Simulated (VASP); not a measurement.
# EuSiGe with rev-vdW-DF2: from relaxation to properties, part 3 of 5

Wanted: the relaxed cell of EuSiGe and its properties. The cell is invented: it takes the structure of a Materials Project entry for SrSiGe (space group 187 there), with some of its atoms replaced by other elements, volume scaled by an estimate. It may not be a known or stable phase.

VASP 6.6.1, plane waves and PAW; the level of theory is named at each step.

Still holding for the runs below: The cell holds one magnetic atom, so no antiferromagnetic order fits into it. The k-mesh is coarse for a metal. Without U or exact exchange the f electrons of Eu come out too delocalised, which can shrink the cell and pin f bands at the Fermi level.

So far, moment of the cell, from the last line of the log (μB): step 2 (full relaxation (rev-vdW-DF2)) -6.71; step 3 (second relaxation) 6.71. The relaxed cell has a = 4.199, c = 4.243 Å (conventional setting).

## 4. Single point with fields (rev-vdW-DF2)

Level of this step: rev-vdW-DF2, spin-polarised from a ferromagnetic start (one magnetic atom a cell); plane waves and PAW (Eu, Ge_d, Si); invented cell (VASP).

The relaxed cell gets a fresh self-consistent run, on a basis set for its own volume, to fix the density and to check the remaining stress.

The input, INCAR:

```
SYSTEM = EuSiGe
PREC = Accurate
ENCUT = 450
EDIFF = 1E-06
NELM = 100
ISMEAR = 0
SIGMA = 0.05
LREAL = .FALSE.
ALGO = Normal
GGA = MK
AGGAC = 0
LUSE_VDW = .TRUE.
PARAM1 = 0.1234
PARAM2 = 0.711357
ZAB_VDW = -1.8867
LASPH = .TRUE.
ISPIN = 2
MAGMOM = 7 0 0
LMAXMIX = 6
LORBIT = 11
LWAVE = .FALSE.
LCHARG = .TRUE.
ISIF = 2
LELF = .TRUE.
LVHAR = .TRUE.
```

The input, POSCAR:

```
EuSiGe
1.0
    4.1985413585      0.0000000000      0.0000000000
   -2.0992706792      3.6360432244      0.0000000000
    0.0000000000      0.0000000000      4.2429382734
Eu Ge Si
1 1 1
Direct
    0.6666666700      0.3333333300      0.0000000000
    0.0000000000      0.0000000000      0.5000000000
    0.3333333300      0.6666666700      0.5000000000
```

The input, KPOINTS:

```
Automatic mesh
0
Gamma
5 5 5
0 0 0
```

PAW data sets: Eu, Ge_d and Si (PBE family, release 64).

On the command line:

```
$ mpirun -np 1 vasp_std
```

Output:

```text
[... set-up lines as in an earlier step ...]
 entering main loop
       N       E                     dE             d eps       ncg     rms          rms(c)
DAV:   1     0.228309709539E+03    0.22831E+03   -0.13678E+04  1964   0.485E+03
DAV:   2     0.313470797491E+02   -0.19696E+03   -0.17867E+03  1836   0.524E+02
DAV:   3    -0.883174024727E+01   -0.40179E+02   -0.39499E+02  2187   0.176E+02
DAV:   4    -0.126444389524E+02   -0.38127E+01   -0.37858E+01  2882   0.452E+01
DAV:   5    -0.129525411378E+02   -0.30810E+00   -0.30730E+00  2559   0.123E+01    0.316E+01
DAV:   6    -0.142245678628E+02   -0.12720E+01   -0.38579E+00  2362   0.358E+01    0.216E+01
DAV:   7    -0.158150805941E+02   -0.15905E+01   -0.47331E+00  2126   0.369E+01    0.191E+01
DAV:   8    -0.156015371802E+02    0.21354E+00   -0.22606E+00  2034   0.337E+01    0.876E+00
DAV:   9    -0.154223384573E+02    0.17920E+00   -0.98400E-01  2152   0.241E+01    0.611E+00
DAV:  10    -0.154393386076E+02   -0.17000E-01   -0.99049E-02  2885   0.258E+00    0.496E+00
DAV:  11    -0.154078797221E+02    0.31459E-01   -0.56733E-02  2407   0.524E+00    0.337E+00
DAV:  12    -0.154064854922E+02    0.13942E-02   -0.61695E-03  2696   0.861E-01    0.136E+00
DAV:  13    -0.154063740816E+02    0.11141E-03   -0.47909E-03  2472   0.141E+00    0.480E-01
DAV:  14    -0.154061938501E+02    0.18023E-03   -0.11427E-03  2672   0.514E-01    0.306E-01
DAV:  15    -0.154060935903E+02    0.10026E-03   -0.22306E-04  2616   0.274E-01    0.698E-02
DAV:  16    -0.154060918428E+02    0.17475E-05   -0.12118E-04  2815   0.173E-01    0.236E-02
DAV:  17    -0.154060967620E+02   -0.49192E-05   -0.15295E-05  2232   0.272E-02    0.155E-02
DAV:  18    -0.154060981967E+02   -0.14347E-05   -0.10539E-06  1912   0.956E-03    0.998E-03
DAV:  19    -0.154060980402E+02    0.15650E-06   -0.26131E-07  1376   0.982E-03
   1 F= -.15406098E+02 E0= -.15405041E+02  d E =-.211418E-02  mag=     6.7090
```

It took 1.8 min on 1 MPI rank of Intel Xeon 6975P-C (Granite Rapids), shared host; peak memory 0.4 GiB.

OUTCAR, selected parts (step 4):

```text
  LATTYP: Found a hexagonal cell.
 ALAT       =     4.1985413585
 C/A-ratio  =     1.0105743665

The static configuration has the point symmetry D_3h.

 Found     15 irreducible k-points:

   ENCUT  =  450.0 eV  33.07 Ry    5.75 a.u.   7.26  7.26  7.34*2*pi/ulx,y,z

   NELECT =      35.0000    total number of electrons

 E-fermi :   5.4560

 spin component 1
 k-point     1 :       0.0000    0.0000    0.0000
  band No.  band energies     occupation
    ...
     18       5.0638      1.00000
     19       5.0639      1.00000
     20       5.1830      1.00000
     21       5.3614      0.99626
     22       5.3707      0.99211
     23       7.6065      0.00000
     24       7.6065      0.00000
     25       8.8131      0.00000

 k-point     2 :       0.2000    0.0000    0.0000
  band No.  band energies     occupation
    ...
     17       5.0288      1.00000
     18       5.0826      1.00000
     19       5.0949      1.00000
     20       5.1909      1.00000
     21       5.2753      1.00000
     22       6.1804      0.00000
     23       7.6112      0.00000
     24       7.9948      0.00000
     25       8.4433      0.00000

 k-point     3 :       0.4000    0.0000    0.0000
  band No.  band energies     occupation
    ...
     17       5.0648      1.00000
     18       5.1165      1.00000
     19       5.1541      1.00000
     20       5.1601      1.00000
     21       5.2389      1.00000
     22       7.2286      0.00000
     23       7.7268      0.00000
     24       7.9866      0.00000
     25       8.8394      0.00000

 k-point     4 :       0.2000    0.2000    0.0000
  band No.  band energies     occupation
    ...
     16       5.0200      1.00000
     17       5.0658      1.00000
     18       5.1147      1.00000
     19       5.1432      1.00000
     20       5.1969      1.00000
     21       5.7065      0.00000
     22       6.5146      0.00000
     23       6.6806      0.00000
     24       8.1642      0.00000
     25       9.2230      0.00000

Total vdW correction in eV:      5.4455774

  Total        0.0235751      0.0235751     -0.0314422      0.0000000      0.0000000      0.0000000
  in kB        0.5831369      0.5831369     -0.7777313      0.0000000      0.0000000      0.0000000
  external PRESSURE =       0.1295142 kB  Pullay stress =       0.0000000 kB

  energy-cutoff  :      450.00
  volume of cell :       64.77
      direct lattice vectors                 reciprocal lattice vectors
     4.198541358  0.000000000  0.000000000     0.238177956  0.137512117  0.000000000
    -2.099270679  3.636043224  0.000000000     0.000000000  0.275024233  0.000000000
     0.000000000  0.000000000  4.242938273     0.000000000  0.000000000  0.235685729

 POSITION                                       TOTAL-FORCE (eV/Angst)
 -----------------------------------------------------------------------------------
      2.09927      1.21201      0.00000         0.000000      0.000000      0.000000
      0.00000      0.00000      2.12147        -0.000000      0.000000      0.000000
     -0.00000      2.42403      2.12147        -0.000000     -0.000000      0.000000
 -----------------------------------------------------------------------------------
    total drift:                               -0.000047      0.000025      0.000000

  FREE ENERGIE OF THE ION-ELECTRON SYSTEM (eV)
  ---------------------------------------------------
  free  energy   TOTEN  =       -15.4060980402 eV

  energy  without entropy=      -15.4039838600  energy(sigma->0) =      -15.40504095

Total vdW correction in eV:      5.4455570

[... 6 parts as in an earlier step ...]

[... 10 further parts left out ...]
```

With spin, VASP writes an ELF for each channel.

This step gave:

- SCF cycles: 19
- pressure: 0.01295 GPa

Valence electrons inside each PAW sphere by angular momentum. Sphere charges, by row:

| atom | s (e) | p (e) | d (e) | f (e) | tot (e) |
| --- | --- | --- | --- | --- | --- |
| Eu1 | 2.027 | 5.701 | 0.434 | 6.55 | 14.71 |
| Ge2 | 1.145 | 1.281 | 10.04 | 0 | 12.46 |
| Si3 | 0.786 | 0.853 | 0 | 0 | 1.639 |

Spin density in the ab plane at fractional z = 0.500, with atoms of Ge and Si within 0.2 Å of it.

Values in units of 1e-2 e/Å³, 13 rows by 14 columns, each cell a mean:
```
 0.4 -0.3 -0.5 -0.3 -0.2 -0.1  0.0  0.0 -0.1 -0.2 -0.3 -0.5 -0.2  0.4
-0.4 -0.5 -0.4 -0.4 -0.4 -0.3 -0.3 -0.3 -0.4 -0.4 -0.4 -0.5 -0.4 -0.4
-0.3 -0.3 -0.4 -0.6 -0.5 -0.2 -0.3 -0.6 -0.5 -0.4 -0.3 -0.3 -0.4 -0.4
-0.1 -0.2 -0.4 -0.5  0.0  0.2 -0.3 -0.5 -0.3 -0.1  0.0  0.0  0.0  0.0
 0.1 -0.1 -0.3 -0.2  0.2  0.1 -0.3 -0.3  0.0  0.1  0.2  0.2  0.2  0.2
 0.1 -0.1 -0.3 -0.4 -0.3 -0.3 -0.2  0.1  0.2  0.3  0.4  0.4  0.4  0.3
 0.1 -0.1 -0.4 -0.6 -0.5 -0.2  0.1  0.3  0.4  0.5  0.5  0.5  0.4  0.3
 0.1 -0.2 -0.4 -0.5 -0.3  0.0  0.3  0.4  0.5  0.5  0.5  0.5  0.4  0.3
 0.0 -0.3 -0.4 -0.3 -0.1  0.2  0.3  0.5  0.5  0.5  0.5  0.5  0.3  0.2
-0.3 -0.4 -0.5 -0.3  0.0  0.2  0.4  0.5  0.5  0.5  0.5  0.4  0.2  0.0
-0.5 -0.5 -0.5 -0.3  0.0  0.2  0.4  0.5  0.5  0.5  0.4  0.2  0.0 -0.3
 0.2  0.1 -0.5 -0.3  0.0  0.2  0.3  0.4  0.4  0.3  0.2  0.0 -0.3 -0.4
 1.1  0.3 -0.5 -0.3  0.0  0.1  0.2  0.2  0.2  0.1 -0.1 -0.3 -0.4  0.3
```
Columns run along a (4.2 Å), rows up along b (4.2 Å). Atoms in or near the plane, at fractional coordinates: Ge at (0.00, 0.00), Si at (0.33, 0.67).

Valence density in the ab plane at fractional z = 0.500, with atoms of Ge and Si within 0.2 Å of it. It is the smooth field of the valence electrons, not physical close to the nuclei.

Ten steps, logarithmic in the rise over the least value, from '_' (0 e/Å³) to '@' (17 e/Å³), each cell a mean:
```
@@##==--::::::::::::--++%%@@
**++--::::::::::::::--==####
----::--::::::::--::----====
::::::::____::::::::::::::::
::::::..____::::::::......::
::::::::::::::::............
::::::::::::::..............
::::::::::::................
::::--::::::................
--------::................::
****++==::..............::==
@@%%##==::::........::::++##
@@@@**--::::::::::::::--##@@
```
Columns run along a (4.2 Å), rows up along b (4.2 Å). Atoms in or near the plane, at fractional coordinates: Ge at (0.00, 0.00), Si at (0.33, 0.67).

ELF of up spins in the ab plane at fractional z = 0.500, with atoms of Ge and Si within 0.2 Å of it. It is the smooth field of the valence electrons, not physical close to the nuclei.

Ten even steps from '0' (0.11) to '9' (0.75), each cell a mean:
```
12678878886510
35799768996532
57996348996555
78961038986555
78620058765445
77643577532234
78888875321124
78999753111124
77887532101135
66665421111245
44454432223455
10355543345542
20356666666531
```
Columns run along a (4.2 Å), rows up along b (4.2 Å). Atoms in or near the plane, at fractional coordinates: Ge at (0.00, 0.00), Si at (0.33, 0.67).

In this run the pressure is 0.01 GPa, small enough to go on.

(Part 3 of 5 ends here.)

[Lines on the potential files, build, host, timing and source positions are cut from VASP's logs without a mark.]

[Logs are printed without paths, hosts, clocks, repeated set-up lines and the standing remarks that a program may print on its own settings, such as how far it seeks lower states.]

[Hosts, paths, dates, database ids (printed as entryN), source tags and the programs' standing remarks are cut or masked in the printed files.]

[A measured line is paired with the nearest computed mode of its activity, which favours agreement.]
